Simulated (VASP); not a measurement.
Here is a VASP 6.6.1 calculation.

POSCAR

```
MnSiSe3
1.0
    4.8341200000      0.0000000000      0.0000000000
    0.0000000000      4.8341200000      0.0000000000
    0.0000000000      0.0000000000      4.8341200000
Mn Si Se
1 1 3
Direct
    0.0000000000      0.0000000000      0.0000000000
    0.5000000000      0.5000000000      0.5000000000
    0.0000000000      0.5000000000      0.5000000000
    0.5000000000      0.0000000000      0.5000000000
    0.5000000000      0.5000000000      0.0000000000
```

Contents of INCAR.step1:

```
SYSTEM = MnSiSe3
ALGO     = Fast           ! electronic algorithm
EDIFF    = 1E-6           ! SCF threshold, eV
ENCUT    = 520            ! plane-wave cutoff, eV
GGA      = PE             ! functional
GGA_COMPAT= .False.      
ISIF     = 2              ! what is computed and relaxed
ISMEAR   = -1             ! smearing method
LASPH    = .True.         ! aspherical terms in the spheres
LCHARG   = .True.         ! write CHGCAR
LMAXMIX  = 4              ! l up to which the mixer works
LORBIT   = 11             ! projections on sites
LORBMOM  = .True.       
LREAL    = .False.        ! projectors in reciprocal space
LSORBIT  = .True.         ! spin-orbit coupling
LWAVE    = .False.        ! write WAVECAR
MAGMOM   = 2.309 2.309 2.309 0 0 0 0 0 0 0 0 0 0 0 0 ! initial moments
NELM     = 120            ! most SCF steps
PREC     = Accurate       ! precision mode
SIGMA    = 0.05           ! smearing width, eV
```

File KPOINTS.step1:

```
k-points
0
Gamma
  5 5 5
  0 0 0
```

INCAR.step2

```
SYSTEM = MnSiSe3
ALGO     = Fast           ! electronic algorithm
EDIFF    = 1E-6           ! SCF threshold, eV
ENCUT    = 520            ! plane-wave cutoff, eV
GGA      = PE             ! functional
GGA_COMPAT= .False.      
ICHARG   = 11             ! starting density
ISIF     = 2              ! what is computed and relaxed
ISMEAR   = 0              ! smearing method
LASPH    = .True.         ! aspherical terms in the spheres
LCHARG   = .False.        ! write CHGCAR
LMAXMIX  = 4              ! l up to which the mixer works
LORBIT   = 11             ! projections on sites
LORBMOM  = .True.       
LREAL    = .False.        ! projectors in reciprocal space
LSORBIT  = .True.         ! spin-orbit coupling
LWAVE    = .False.        ! write WAVECAR
MAGMOM   = 2.309 2.309 2.309 0 0 0 0 0 0 0 0 0 0 0 0 ! initial moments
NELM     = 120            ! most SCF steps
PREC     = Accurate       ! precision mode
SIGMA    = 0.05           ! smearing width, eV
```

File KPOINTS.step2:

```
path GXMGRX,MR
15
line-mode
reciprocal
 0.0000000000  0.0000000000  0.0000000000  G
 0.0000000000  0.5000000000  0.0000000000  X

 0.0000000000  0.5000000000  0.0000000000  X
 0.5000000000  0.5000000000  0.0000000000  M

 0.5000000000  0.5000000000  0.0000000000  M
 0.0000000000  0.0000000000  0.0000000000  G

 0.0000000000  0.0000000000  0.0000000000  G
 0.5000000000  0.5000000000  0.5000000000  R

 0.5000000000  0.5000000000  0.5000000000  R
 0.0000000000  0.5000000000  0.0000000000  X

 0.5000000000  0.5000000000  0.0000000000  M
 0.5000000000  0.5000000000  0.5000000000  R
```

Potentials or basis: VASP PAW PBE potentials, release 64 (Mn_pv, Si, Se).

Command:

```sh
$ cat potpaw_PBE.64/Mn_pv/POTCAR potpaw_PBE.64/Si/POTCAR potpaw_PBE.64/Se/POTCAR > POTCAR
$ cp INCAR.step1 INCAR
$ cp KPOINTS.step1 KPOINTS
$ mpirun -np 1 vasp_ncl > vasp.out
$ cp INCAR.step2 INCAR
$ cp KPOINTS.step2 KPOINTS
$ mpirun -np 1 vasp_ncl > vasp.out
```

Task: Estimate the net moment.

Result: 5.26 μB per cell.

Moments on the atoms (μB; x, y, z):
```
Mn  2.62 2.62 2.62
Si  0.00 0.00 0.00
Se  0.01 0.01 0.01
Se  0.01 0.01 0.01
Se  0.01 0.01 0.01
```

Caveat: the log is that of the step along the path at fixed density, whose energy, stress, charges and moments have no meaning; a cell with one magnetic atom can't hold antiferromagnetic order, which such compounds often take.
